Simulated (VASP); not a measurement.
Here is the system:

```yaml
crystal:
  lattice:
    - [1.84173, -3.18998, 0.00000]
    - [1.84173, 3.18998, 0.00000]
    - [0.00000, 0.00000, 6.54677]
  atoms:
    - { symbol: Zr, position: [0.00000, 0.00000, 0.00000] }
    - { symbol: S, position: [0.33333, 0.66667, 0.22149] }
    - { symbol: S, position: [0.66667, 0.33333, 0.77851] }
```

Calculation: PBE GGA, VASP's PBE PAW potentials (set 64) (plane waves; VASP 6.6.1). Run with 520 eV cut-off, Gaussian smearing of 0.050 eV, potentials Zr_sv S.

Without a dispersion term in the relaxation, distances and binding between the weakly bound layers, chains or molecules are unreliable, and so is what depends on them.

Task: Give the energies of bands 7 to 15 at the high-symmetry points, in eV from the valence-band maximum.

Result: 
```tsv
band	Γ	M	K	A	L	H
7	-3.92	-4.16	-3.16	-3.44	-4.21	-3.21
8	-2.61	-2.59	-3.16	-2.60	-2.81	-3.21
9	-2.61	-2.35	-3.12	-2.60	-2.40	-3.00
10	-0.30	-2.23	-1.84	-1.25	-2.17	-1.73
11	0.00	-1.36	-1.84	-0.04	-0.91	-1.73
12	0.00	-0.98	-1.44	-0.04	-0.90	-1.63
13	1.69	1.24	2.36	1.68	1.11	2.40
14	1.69	3.36	3.23	1.68	3.36	3.07
15	2.48	3.65	3.23	2.77	3.64	3.07
```

The gap is indirect, 1.11 eV, from the valence maximum at Γ to the conduction minimum at L.

Measured: gap 1.70 eV (computed value off by -0.59 eV), as given by Miłosz Rybak et al., Nanomaterials (2022), arXiv:2210.12074.

The compound is ZrS2 in the 1T layered structure. It was relaxed first, which changed the volume by +14 %.
